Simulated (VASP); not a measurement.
Write the native input for VASP 6.6.1 that does the following.

```
Task                   : relaxation of cell and atoms
Functional             : PBE
Potentials or basis    : VASP PAW PBE potentials, release 64 (Be, H, F)
Cutoff                 : 600 eV
k mesh                 : 12 × 12 × 12
Occupations            : gaussian, width 0.1 eV
Spin                   : no spin polarisation
Dipole correction      : no
Further INCAR settings : ALGO = Normal; EDIFF = 1e-06; IBRION = 2; EDIFFG = -0.01; NSW = 100; ISIF = 3
```

The structure of BeHF3 lies in POSCAR:

```
BeHF3
1.0
    3.4488399606      0.0000000000      0.0000000000
    0.0000000000      3.4488399606      0.0000000000
    0.0000000000      0.0000000000      3.4488399606
Be H F
1 1 3
Direct
    0.5000000000      0.5000000000      0.5000000000
    0.0000000000      0.0000000000      0.0000000000
    0.0000000000      0.5000000000      0.5000000000
    0.5000000000      0.0000000000      0.5000000000
    0.5000000000      0.5000000000      0.0000000000
```

The cell was built by a generator and needn't be a form met in nature.

The cell isn't the ideal one: species swapped into the Ba3PbO type (Pm-3m, No. 221).

The input as run:

INCAR

```
PREC     = Accurate       # precision mode
ENCUT    = 600            # plane-wave cutoff, eV
EDIFF    = 1E-6           # SCF threshold, eV
ISMEAR   = 0              # smearing method
SIGMA    = 0.1            # smearing width, eV
LREAL    = False          # projectors in reciprocal space
LASPH    = True           # aspherical terms in the spheres
NELM     = 80             # most SCF steps
ALGO     = Normal         # electronic algorithm
ISIF     = 3              # what is computed and relaxed
LWAVE    = False          # write WAVECAR
LCHARG   = False          # write CHGCAR
GGA      = PE             # functional
IBRION   = 2              # ionic algorithm
NSW      = 100            # ionic steps
EDIFFG   = -0.01          # ionic threshold
```

KPOINTS

```
regular mesh
0
Gamma
  12 12 12
```

Potentials or basis: VASP PAW PBE potentials, release 64 (Be, H, F).

The run is started by

```bash
$ cat potpaw_PBE.64/Be/POTCAR potpaw_PBE.64/H/POTCAR potpaw_PBE.64/F/POTCAR > POTCAR
$ mpirun -np 1 vasp_std > vasp.out
```

It gave:

```
Relaxed volume                         : 8.19 Å³/atom
Relaxed cell                           : a = 3.447 Å, b = 3.447 Å, c = 3.447 Å, α = 90.00°, β = 90.00°, γ = 90.00°
Space group after relaxing (to 0.05 Å) : Pm-3m (No. 221)
Energy gained by relaxing              : 0.0 meV/atom
Ionic steps                            : 2
Pressure after relaxing                : 0.0 GPa
Band gap on the k mesh                 : none (metal or under the smearing width)
```

Run time: 30 s on 1 thread of Intel(R) Xeon(R) 6975P-C (Granite Rapids) (shared host), peak memory 0.19 GiB.
